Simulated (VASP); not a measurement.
Runs of VASP 6.6.1 on MoS2. It takes space group P6_3/mmc (No. 194, hexagonal). The conventional cell has a = 3.169 Å, b = 3.169 Å, c = 11.708 Å, α = 90.00°, β = 90.00°, γ = 120.00°. Mo (site symmetry -6m2) is surrounded by 6 S at 2.41 Å. S (site symmetry 3m) has 3 Mo at 2.41 Å as nearest neighbours. 

| level | potentials or basis | gap on the mesh (eV) | pressure (GPa) |
| --- | --- | --- | --- |
| rev-vdW-DF2 | VASP PAW PBE potentials, release 64 (Mo_sv, S) | 0.58 | 1.9 |
| PBE+D3(BJ) | VASP PAW PBE potentials, release 64 (Mo_sv, S) | 0.62 | -0.2 |
| optB88-vdW | VASP PAW PBE potentials, release 64 (Mo_sv, S) | 0.60 | 4.2 |
| LDA | VASP PAW LDA potentials, release 64 (Mo_sv, S) | (a) | -2.1 |

Alike in all rows: task relaxation of the atoms; no spin polarisation; cell atoms relaxed; k mesh 12 × 12 × 3; cutoff (eV) 520; smearing gaussian 0.05 eV.

Question: Fill in the values left out.

Answer: (a) 0.55.

Caveats: an odd mesh through Γ misses points on the zone boundary, where band edges often lie; the PAW data sets were made with another functional, which shifts forces and pressure a little (some runs).

A k mesh can miss the band edges, and the runs leave out spin-orbit coupling on Mo.

Not every run made on this cell is shown here.
